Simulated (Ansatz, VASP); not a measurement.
# Y5Al13O27 (amorphous 28Y2O3-72Al2O3 (mol %)) in two plane-wave programs

Wanted: the spread between two codes on one cell, functional and k mesh. The structure shown is the start of the Ansatz relaxation below; VASP solves that cell, so the two are compared at the walk's first step.

Program: Ansatz 0.2.0. Level of theory: plane waves, with VASP 6.6.1 beside it; single point at r2SCAN. Results are calculated unless marked as measured.

**1. Set-up**

The cell holds 90 atoms: 10 Y, 26 Al and 54 O. Its edges and angles: a = 10.295 Å, b = 10.295 Å, c = 10.295 Å, α = 90.0°, β = 90.0°, γ = 90.0°. As first built, before any earlier steps moved the atoms (in the runner's words): 90 atoms (10 Er, 26 Al, 54 O) placed at random at 4.86 g/cm^3, melted at 5000 K for 10 ps at fixed volume with the Morse and Coulomb pair potential with partial charges (Pedone, Malavasi, Menziani, Cormack and Segre, J. Phys. Chem. B 110, 11780 (2006)). Quenched from 5000 K to 300 K at 20 K/ps and fixed volume, held 10 ps at zero pressure, then minimised at fixed cell. Then Er was replaced by Y and the cell scaled by 1.009 (the potential has no terms for the new elements, so the cell is a start for a DFT relaxation).

As a file:

```xyz
90
Lattice="10.2955 0.0000 0.0000 0.0000 10.2955 0.0000 0.0000 0.0000 10.2955" Properties=species:S:1:pos:R:3 pbc="T T T"
Y     1.4206    4.2520    5.5764
Y     1.5577    2.5374    2.6436
Y     1.2174    8.2154    9.5923
Y     7.6045    7.2179    1.8725
Y     4.4945    7.4379    9.6143
Y     2.9021    3.8996    9.6085
Y     6.6270    1.6365    9.1410
Y     4.0183    9.7409    1.2986
Y     1.4864    6.2855    2.1077
Y     8.5583   10.2885    1.4030
Al    8.9081    3.5668    7.5015
Al    7.7292    8.2752    8.7028
Al    1.7217    0.7530    9.0211
Al    3.0990    6.0793    7.0066
Al    7.1718    2.1700    4.3102
Al    9.3728    0.2959    7.4395
Al    6.3544    9.8721    6.5238
Al    9.8348    2.7464   10.2395
Al    4.1657    1.6901    7.6052
Al    6.1044    4.7453    0.5541
Al    4.4427    2.4058    4.7234
Al    9.0779    5.7660    9.6511
Al    3.7708    9.4191    4.9697
Al    6.6844    5.2691    4.0309
Al    1.0315    9.7222    2.4604
Al    9.7910    1.3870    4.6917
Al    2.0215    0.7691    5.9134
Al    9.3077    4.0531    3.0981
Al    6.1097    1.8781    1.7404
Al    3.9081    4.5212    2.8103
Al    4.6723    7.3455    2.9473
Al    8.8976    6.3230    6.4763
Al    1.1616    7.8326    5.0530
Al    5.9090    4.2570    6.5716
Al    8.6631    8.8189    4.8586
Al    5.9609    7.2021    6.2246
O     7.2686    5.7768    6.0200
O     3.2460    3.6075    4.1838
O     2.3853    0.5273    2.3197
O     4.3816    2.3671    9.1724
O     0.4571    9.9675    8.2685
O     2.7483    7.1829    8.2720
O     6.5175    3.0962    0.6047
O     4.8311    8.6210    6.0122
O     2.8933    9.9642    9.6657
O     7.3248    8.4557    5.8888
O     5.9716    6.8370    4.0242
O     4.6785    2.9272    6.4617
O     1.2199    2.2168    9.8823
O     2.0381    6.4896    5.6683
O     8.8640    2.8448    4.4047
O     2.0003    9.3512    5.4988
O     8.8792    6.8982    8.2020
O     9.8569    3.2570    1.6235
O     9.4140    4.0990    9.1532
O     0.3471    9.5047    0.9136
O     1.0377    8.1779    3.3199
O     9.4784   10.2308    5.6081
O     8.1771    5.3453    3.1348
O     4.7410    5.2482    9.9072
O     3.4620    6.1632    3.1564
O     9.4693    1.9927    7.2039
O     2.7443    4.1103    1.5349
O     9.7042    4.7755    6.5098
O     5.9329    0.4543    0.7626
O     8.3482    8.8061    3.1849
O     0.1252    6.3509    0.2927
O     5.4612    7.7122    1.3902
O     6.7568    0.8820    5.3443
O     7.1334    3.4845    7.6119
O     5.5771    4.8570    2.3395
O     6.3034    3.7025    4.7261
O     5.0111    2.1147    3.0457
O     1.1262    1.9826    5.0640
O     2.4035    4.5364    7.5599
O     7.8723    9.9018    7.9346
O     7.5610    5.6790    0.2298
O     8.0430    8.4939    0.0726
O     4.7971    5.7508    6.5597
O     2.7880    7.6790    0.8773
O     2.4426    1.3081    7.4767
O     9.7527    7.5005    5.4839
O     6.1966    7.6418    8.1843
O     0.6062    4.6621    3.5129
O     3.7066    0.8707    5.2072
O     5.3805    0.4724    7.6325
O     8.7289    1.4660    9.9943
O     7.4981    1.5416    2.7211
O    10.2344    0.7012    3.1297
O     4.1259    8.9122    3.4097
```

**2. Ansatz: relaxation, r2SCAN**

Ansatz runs on its default PAW (the set named soft_2) files.

The two programs are compared at the cell with which this relaxation starts, whose forces are those of its first step.

Contents of input.yaml:

```yaml
crystal:
  lattice:
    - [10.29549, 0.0, 0.0]
    - [0.0, 10.29549, 0.0]
    - [0.0, 0.0, 10.29549]
  atoms:
    - { symbol: "Y", position: [0.13798, 0.413, 0.54164] }
    - { symbol: "Y", position: [0.1513, 0.24646, 0.25677] }
    - { symbol: "Y", position: [0.11825, 0.79796, 0.9317] }
    - { symbol: "Y", position: [0.73862, 0.70107, 0.18188] }
    - { symbol: "Y", position: [0.43655, 0.72244, 0.93384] }
    - { symbol: "Y", position: [0.28188, 0.37877, 0.93327] }
    - { symbol: "Y", position: [0.64368, 0.15895, 0.88786] }
    - { symbol: "Y", position: [0.3903, 0.94613, 0.12613] }
    - { symbol: "Y", position: [0.14437, 0.61051, 0.20472] }
    - { symbol: "Y", position: [0.83127, 0.99932, 0.13627] }
    - { symbol: Al, position: [0.86524, 0.34644, 0.72862] }
    - { symbol: Al, position: [0.75074, 0.80377, 0.8453] }
    - { symbol: Al, position: [0.16723, 0.07314, 0.87622] }
    - { symbol: Al, position: [0.30101, 0.59048, 0.68055] }
    - { symbol: Al, position: [0.6966, 0.21077, 0.41865] }
    - { symbol: Al, position: [0.91038, 0.02874, 0.7226] }
    - { symbol: Al, position: [0.6172, 0.95888, 0.63366] }
    - { symbol: Al, position: [0.95525, 0.26676, 0.99456] }
    - { symbol: Al, position: [0.40461, 0.16416, 0.73869] }
    - { symbol: Al, position: [0.59292, 0.46091, 0.05382] }
    - { symbol: Al, position: [0.43152, 0.23368, 0.45878] }
    - { symbol: Al, position: [0.88174, 0.56005, 0.93741] }
    - { symbol: Al, position: [0.36626, 0.91488, 0.48271] }
    - { symbol: Al, position: [0.64926, 0.51179, 0.39152] }
    - { symbol: Al, position: [0.10019, 0.94432, 0.23898] }
    - { symbol: Al, position: [0.951, 0.13472, 0.4557] }
    - { symbol: Al, position: [0.19635, 0.0747, 0.57437] }
    - { symbol: Al, position: [0.90406, 0.39368, 0.30092] }
    - { symbol: Al, position: [0.59343, 0.18242, 0.16904] }
    - { symbol: Al, position: [0.37959, 0.43914, 0.27296] }
    - { symbol: Al, position: [0.45382, 0.71347, 0.28627] }
    - { symbol: Al, position: [0.86422, 0.61415, 0.62904] }
    - { symbol: Al, position: [0.11283, 0.76078, 0.4908] }
    - { symbol: Al, position: [0.57394, 0.41348, 0.6383] }
    - { symbol: Al, position: [0.84145, 0.85658, 0.47192] }
    - { symbol: Al, position: [0.57898, 0.69954, 0.60459] }
    - { symbol: O, position: [0.706, 0.5611, 0.58472] }
    - { symbol: O, position: [0.31528, 0.3504, 0.40637] }
    - { symbol: O, position: [0.23168, 0.05122, 0.22531] }
    - { symbol: O, position: [0.42558, 0.22992, 0.89091] }
    - { symbol: O, position: [0.0444, 0.96814, 0.80312] }
    - { symbol: O, position: [0.26694, 0.69767, 0.80346] }
    - { symbol: O, position: [0.63304, 0.30073, 0.05873] }
    - { symbol: O, position: [0.46924, 0.83736, 0.58396] }
    - { symbol: O, position: [0.28103, 0.96782, 0.93883] }
    - { symbol: O, position: [0.71146, 0.8213, 0.57198] }
    - { symbol: O, position: [0.58002, 0.66408, 0.39087] }
    - { symbol: O, position: [0.45442, 0.28432, 0.62762] }
    - { symbol: O, position: [0.11849, 0.21532, 0.95987] }
    - { symbol: O, position: [0.19796, 0.63033, 0.55056] }
    - { symbol: O, position: [0.86096, 0.27632, 0.42783] }
    - { symbol: O, position: [0.19429, 0.90828, 0.5341] }
    - { symbol: O, position: [0.86244, 0.67002, 0.79666] }
    - { symbol: O, position: [0.9574, 0.31635, 0.15769] }
    - { symbol: O, position: [0.91438, 0.39814, 0.88905] }
    - { symbol: O, position: [0.03371, 0.92319, 0.08874] }
    - { symbol: O, position: [0.10079, 0.79432, 0.32246] }
    - { symbol: O, position: [0.92064, 0.99372, 0.54471] }
    - { symbol: O, position: [0.79424, 0.51919, 0.30448] }
    - { symbol: O, position: [0.46049, 0.50976, 0.96229] }
    - { symbol: O, position: [0.33626, 0.59863, 0.30658] }
    - { symbol: O, position: [0.91975, 0.19355, 0.69971] }
    - { symbol: O, position: [0.26655, 0.39923, 0.14908] }
    - { symbol: O, position: [0.94257, 0.46384, 0.6323] }
    - { symbol: O, position: [0.57626, 0.04413, 0.07407] }
    - { symbol: O, position: [0.81086, 0.85534, 0.30935] }
    - { symbol: O, position: [0.01216, 0.61686, 0.02843] }
    - { symbol: O, position: [0.53045, 0.74909, 0.13503] }
    - { symbol: O, position: [0.65629, 0.08567, 0.51909] }
    - { symbol: O, position: [0.69287, 0.33845, 0.73934] }
    - { symbol: O, position: [0.5417, 0.47176, 0.22724] }
    - { symbol: O, position: [0.61225, 0.35962, 0.45905] }
    - { symbol: O, position: [0.48673, 0.2054, 0.29583] }
    - { symbol: O, position: [0.10939, 0.19257, 0.49187] }
    - { symbol: O, position: [0.23345, 0.44062, 0.73429] }
    - { symbol: O, position: [0.76464, 0.96176, 0.77069] }
    - { symbol: O, position: [0.7344, 0.5516, 0.02232] }
    - { symbol: O, position: [0.78122, 0.82501, 0.00705] }
    - { symbol: O, position: [0.46594, 0.55857, 0.63714] }
    - { symbol: O, position: [0.2708, 0.74586, 0.08521] }
    - { symbol: O, position: [0.23725, 0.12706, 0.72621] }
    - { symbol: O, position: [0.94728, 0.72852, 0.53265] }
    - { symbol: O, position: [0.60188, 0.74225, 0.79494] }
    - { symbol: O, position: [0.05888, 0.45283, 0.34121] }
    - { symbol: O, position: [0.36002, 0.08457, 0.50577] }
    - { symbol: O, position: [0.52261, 0.04588, 0.74134] }
    - { symbol: O, position: [0.84784, 0.14239, 0.97075] }
    - { symbol: O, position: [0.72829, 0.14974, 0.2643] }
    - { symbol: O, position: [0.99407, 0.06811, 0.30399] }
    - { symbol: O, position: [0.40075, 0.86564, 0.33118] }
kpoints:
  mp_grid: { grid: [1, 1, 1] }
hamiltonian:
  xc: r2scan
scf:
  occupations: { method: fixed }
output:
  forces: true
relax:
  f_tol: 0.05
  max_steps: 150
  cell: {}
```

Run with:

```sh
ansatz run input.yaml --threads 4 --pin off --max-ram 8192MiB --backend cpu --events-out ev --progress --plain --runs-dir out
```

Numbers of over 12 decimals in the logs are rounded to 6 here.

Output:

```text
Engine: ansatz 0.2.0, x86_64-unknown-linux-gnu
Pseudopotentials: kind: paw
Pseudopotential: Y, paw, valence charge 11, recommended cutoff 500 eV (meta_gga), Y.paw.azcp
Pseudopotential: Al, paw, valence charge 3, recommended cutoff 500 eV (meta_gga), Al.paw.azcp
Pseudopotential: O, paw, valence charge 6, recommended cutoff 500 eV (meta_gga), O.paw.azcp
Functional definition: r2SCAN
  parameter k0 = 0.174
  parameter k1 = 0.065
  parameter a1 = 4.9479
  exchange = r2scan_x(k0 = k0, k1 = k1, a1 = a1)
  correlation = r2scan_c
Crystal: 90 atoms, lattice volume = 1091.292 Å³
Basis set: ecut = 500 eV, 27633 PW (Γ), exchange–correlation on 320×320×320 points (64 copies of the dense FFT grid, shifted against one another)
Bands: 346, of which v1, the nominal top of the filled ones, is band 256 counted from 1 (255 counted from 0)
Symmetry: 1 space group operations
Space group: P1 (ITA 1), of the structure as read, at distance tolerance 1.0e-4 Å
k-points: 1
Non-local potential: Y, projectors of the file, l = 0: 3, l = 1: 2, l = 2: 2, l = 3: 1
Non-local potential: Al, projectors of the file, l = 0: 2, l = 1: 2, l = 2: 1
Non-local potential: O, projectors of the file, l = 0: 2, l = 1: 2, l = 2: 1
PAW form: soft (Blöchl's): semilocal exchange-correlation on the pseudo side does not see the compensation charge
PAW frozen core: Y, regenerated for the run's functional (the file was generated under x = pbe(κ = 0.804, μ = 0.219515), c = pbe(β = 0.066725))
PAW frozen core: Al, regenerated for the run's functional (the file was generated under x = pbe(κ = 0.804, μ = 0.219515), c = pbe(β = 0.066725))
PAW frozen core: O, regenerated for the run's functional (the file was generated under x = pbe(κ = 0.804, μ = 0.219515), c = pbe(β = 0.066725))
PAW one-centre angular grid: Y, 590 points (default); XC on 160 Gauss nodes
PAW one-centre angular grid: Al, 302 points (default); XC on 160 Gauss nodes
PAW one-centre angular grid: O, 302 points (default); XC on 160 Gauss nodes
Initial density: superposition of atomic densities (neutral atoms: chi_scale 0, normalization atom), corrected by the library's trained network
Initial wavefunctions: pseudopotential atomic-orbital guess
Functional: x = r2scan, c = r2scan; τ floored in thin density (d = 2e-4 eV/Å³)
SCF iter   1: F=—  HF=-83505.903378 eV  |F-HF|=—  |Δ(HF+E_count)|=         —  Δρ=8.91e-3  dr2=1.01e0  dr2_τ=5.32e0  ethr=1.77e-3  ⟨swp⟩=5.0  Hψ=1060  notcnv=0  defer=87
preconditioner: auto → Resta (q_TF=auto, 2.405 Å⁻¹)  ε∞=3.3  [insulator: Δε(μ)=4.473 eV  Ē_g=16.591 eV  n_scr=250 (ndim 8)  ℏωp=24.9 eV  f_vac=0.032  ε∞_Penn≈3.3]
SCF iter   2: F=—  HF=-83508.695046 eV  |F-HF|=—  |Δ(HF+E_count)|=    2.79e0  Δρ=5.01e-3  dr2=1.61e-1  dr2_τ=2.93e-2  ethr=1.98e-4  ⟨swp⟩=3.0  Hψ=574  notcnv=0  defer=87
SCF iter   3: F=—  HF=-83508.675968 eV  |F-HF|=—  |Δ(HF+E_count)|=   1.91e-2  Δρ=1.88e-3  dr2=2.78e-2  dr2_τ=3.22e-3  ethr=3.14e-5  ⟨swp⟩=2.0  Hψ=426  notcnv=0  defer=76
automatic band count: iteration 3 solves 334 bands in place of 346: the levels show a gap, and the empty bands left out lie too high to hold charge; the band table lists the bands solved (type scf.n_extra_bands for more)
SCF iter   4: F=—  HF=-83508.671977 eV  |F-HF|=—  |Δ(HF+E_count)|=   3.99e-3  Δρ=5.86e-4  dr2=2.94e-3  dr2_τ=6.44e-4  ethr=5.44e-6  ⟨swp⟩=2.0  Hψ=439  notcnv=0  defer=76
SCF iter   5: F=—  HF=-83508.671583 eV  |F-HF|=—  |Δ(HF+E_count)|=   3.94e-4  Δρ=1.66e-4  dr2=2.39e-4  dr2_τ=3.22e-5  ethr=5.74e-7  ⟨swp⟩=2.0  Hψ=476  notcnv=0  defer=76
SCF iter   6: F=—  HF=-83508.671666 eV  |F-HF|=—  |Δ(HF+E_count)|=   8.24e-5  Δρ=8.79e-5  dr2=7.14e-5  dr2_τ=1.05e-5  ethr=4.66e-8  ⟨swp⟩=2.0  Hψ=504  notcnv=0  defer=75
SCF iter   7: F=—  HF=-83508.669465 eV  |F-HF|=—  |Δ(HF+E_count)|=   2.20e-3  Δρ=2.08e-5  dr2=4.02e-6  dr2_τ=4.76e-7  ethr=1.40e-8  ⟨swp⟩=2.0  Hψ=511  notcnv=0  defer=74
SCF iter   8: F=—  HF=-83508.669467 eV  |F-HF|=—  |Δ(HF+E_count)|=   1.13e-6  Δρ=1.06e-5  dr2=1.13e-6  dr2_τ=1.26e-7  ethr=7.86e-10  ⟨swp⟩=2.0  Hψ=465  notcnv=0  defer=74
SCF iter   9: F=—  HF=-83508.669466 eV  |F-HF|=—  |Δ(HF+E_count)|=   9.00e-8  Δρ=3.22e-6  dr2=1.10e-7  dr2_τ=1.09e-8  ethr=2.21e-10  ⟨swp⟩=2.0  Hψ=459  notcnv=0  defer=74
SCF iter  10: F=-83508.669466 eV  HF=-83508.669466 eV  |F-HF|=8.73e-10  |Δ(HF+E_count)|=   3.35e-9  Δρ=1.22e-6  dr2=1.42e-8  dr2_τ=1.97e-9  ethr=1.95e-11  ⟨swp⟩=4.0  Hψ=829  notcnv=0
SCF 1 converged in 10 iterations: F = -83508.669466 eV  dr2 = 1.42e-8
  greatest PAW one-centre occupation: 0.996 electrons in one spin orbital (limit 2), on the Y atom at site 0 (counted from 0), in its partial waves of l = 0
relax step   1: F+E_penalty+E_count = -83508.66946642 eV  Δ(F+E_penalty+E_count) = +0.000e0 eV  max|allowed force component| = 1.627e0 eV/Å  Δτ_max = 0.0000 Å  P = +0.705 GPa  Ω = 1091.292 Å³  (10 SCF iters, dr2 threshold 1.00e-7 eV, accepted)
[...]
atom  77  O     -0.01669347     0.00244560    -0.00105564
  atom  78  O     -0.00054115     0.01429325     0.00375885
  atom  79  O      0.01690169     0.01590736     0.02278830
  atom  80  O     -0.00262287    -0.00901109    -0.00225930
  atom  81  O     -0.02169129    -0.00017303    -0.00434534
  atom  82  O      0.00336338     0.01302002     0.00360684
  atom  83  O      0.00539212    -0.01311190     0.00556044
  atom  84  O     -0.00327981     0.00228050     0.01491364
  atom  85  O     -0.00267314    -0.00341363    -0.00520364
  atom  86  O     -0.01579399    -0.02252195     0.00141831
  atom  87  O     -0.00057325    -0.00486083     0.00663193
  atom  88  O     -0.00367832    -0.00820716    -0.00171658
  atom  89  O      0.01626615     0.00836814     0.00721835
  atom  90  O     -0.00996588     0.01186165    -0.02499167
  max |Σ_I F_I| component: 6.90e-5 eV/Å
--- Stress (GPa, compression-positive) ---
        0.019863       0.010998       0.009588
        0.011008       0.021133      -0.000613
        0.009567      -0.000682       0.023348
  P = ⅓ Tr σ = 0.0214 GPa (0.214 kbar)
--- Relaxed structure (20 steps of the walk, 18 accepted, 1 SCFs on fresh bases) ---
  F+E_penalty+E_count = -83510.95927572 eV   max|allowed force component| = 3.747e-2 eV/Å   (the final SCF, on the basis selected at the relaxed cell)
  cell:  # Å, volume = 1105.4685 Å³
    - [10.467884, 0.054859, 0.138927]
    - [0.054859, 10.184903, 0.216751]
    - [0.138927, 0.216751, 10.375568]
  atoms:
    - { symbol: Y, position: [0.124348, 0.417948, 0.548524] }
    - { symbol: Y, position: [0.165060, 0.242949, 0.252707] }
    - { symbol: Y, position: [0.118204, 0.805863, 0.937787] }
    - { symbol: Y, position: [0.726450, 0.705761, 0.198137] }
    - { symbol: Y, position: [0.437762, 0.711346, 0.928072] }
    - { symbol: Y, position: [0.288900, 0.385628, 0.927159] }
    - { symbol: Y, position: [0.642364, 0.159845, 0.893706] }
    - { symbol: Y, position: [0.377739, 0.947697, 0.115038] }
    - { symbol: Y, position: [0.145785, 0.611696, 0.204588] }
    - { symbol: Y, position: [0.842107, 1.006186, 0.146489] }
    - { symbol: Al, position: [0.851253, 0.364534, 0.737656] }
    - { symbol: Al, position: [0.751752, 0.818671, 0.874339] }
    - { symbol: Al, position: [0.169534, 0.085832, 0.865941] }
    - { symbol: Al, position: [0.295521, 0.594251, 0.686880] }
    - { symbol: Al, position: [0.706249, 0.161402, 0.421590] }
    - { symbol: Al, position: [0.915546, 0.046742, 0.727087] }
    - { symbol: Al, position: [0.619268, 0.926674, 0.671604] }
    - { symbol: Al, position: [0.958390, 0.266622, 0.993757] }
    - { symbol: Al, position: [0.413188, 0.175867, 0.729025] }
    - { symbol: Al, position: [0.599065, 0.463363, 0.058644] }
    - { symbol: Al, position: [0.433813, 0.252491, 0.443505] }
    - { symbol: Al, position: [0.884614, 0.565991, 0.951685] }
    - { symbol: Al, position: [0.391573, 0.915452, 0.474953] }
    - { symbol: Al, position: [0.638703, 0.474804, 0.377170] }
    - { symbol: Al, position: [0.099812, 0.939738, 0.242644] }
    - { symbol: Al, position: [0.969059, 0.127955, 0.456393] }
    - { symbol: Al, position: [0.221011, 0.076867, 0.563662] }
    - { symbol: Al, position: [0.904613, 0.380782, 0.298267] }
    - { symbol: Al, position: [0.570643, 0.185681, 0.170249] }
    - { symbol: Al, position: [0.377271, 0.426081, 0.255029] }
    - { symbol: Al, position: [0.448369, 0.704223, 0.274932] }
    - { symbol: Al, position: [0.869196, 0.655361, 0.646986] }
    - { symbol: Al, position: [0.125135, 0.770998, 0.495004] }
    - { symbol: Al, position: [0.561775, 0.422114, 0.660845] }
    - { symbol: Al, position: [0.827620, 0.876308, 0.486066] }
    - { symbol: Al, position: [0.580789, 0.676312, 0.554014] }
    - { symbol: O, position: [0.657436, 0.509260, 0.544920] }
    - { symbol: O, position: [0.302247, 0.359019, 0.408050] }
    - { symbol: O, position: [0.230284, 0.045458, 0.223191] }
    - { symbol: O, position: [0.426231, 0.244677, 0.877415] }
    - { symbol: O, position: [0.047169, 0.985406, 0.810806] }
    - { symbol: O, position: [0.264512, 0.692445, 0.816203] }
    - { symbol: O, position: [0.633682, 0.299140, 0.055350] }
    - { symbol: O, position: [0.500779, 0.835900, 0.575451] }
    - { symbol: O, position: [0.271656, 0.970947, 0.936231] }
    - { symbol: O, position: [0.732488, 0.755949, 0.591738] }
    - { symbol: O, position: [0.576697, 0.657982, 0.379084] }
    - { symbol: O, position: [0.452141, 0.302410, 0.614202] }
    - { symbol: O, position: [0.122338, 0.225603, 0.952913] }
    - { symbol: O, position: [0.203580, 0.627980, 0.549647] }
    - { symbol: O, position: [0.855973, 0.251055, 0.418842] }
    - { symbol: O, position: [0.223738, 0.907062, 0.536393] }
    - { symbol: O, position: [0.860782, 0.687851, 0.818007] }
    - { symbol: O, position: [0.964806, 0.302990, 0.158933] }
    - { symbol: O, position: [0.910588, 0.406025, 0.893877] }
    - { symbol: O, position: [0.029788, 0.914199, 0.098051] }
    - { symbol: O, position: [0.116522, 0.788506, 0.327801] }
    - { symbol: O, position: [0.935677, 0.997155, 0.561541] }
    - { symbol: O, position: [0.786742, 0.500717, 0.296382] }
    - { symbol: O, position: [0.464965, 0.506758, 0.966768] }
[...]
- { symbol: O, position: [0.597704, 0.803365, 0.816112] }
    - { symbol: O, position: [0.052193, 0.441341, 0.346685] }
    - { symbol: O, position: [0.380560, 0.089893, 0.492399] }
    - { symbol: O, position: [0.535355, 0.061766, 0.733698] }
    - { symbol: O, position: [0.847284, 0.143202, 0.971454] }
    - { symbol: O, position: [0.693946, 0.119223, 0.263367] }
    - { symbol: O, position: [0.993721, 0.059867, 0.306256] }
    - { symbol: O, position: [0.402079, 0.860190, 0.322971] }
```

Reading the cycles: dr2 is the Hartree energy of the density residual (eV), the measure of convergence; HF is the Harris–Foulkes estimate of the energy, which meets the free energy F at convergence.

[end of part 1 of 2]

[Lines on the potential files, build, host, timing and source positions are cut from VASP's logs without a mark.]

[Logs are printed without paths, hosts, clocks, repeated set-up lines and the standing remarks that a program may print on its own settings, such as how far it seeks lower states.]

[Hosts, paths, dates, database ids (printed as entryN), source tags and the programs' standing remarks are cut or masked in the printed files.]
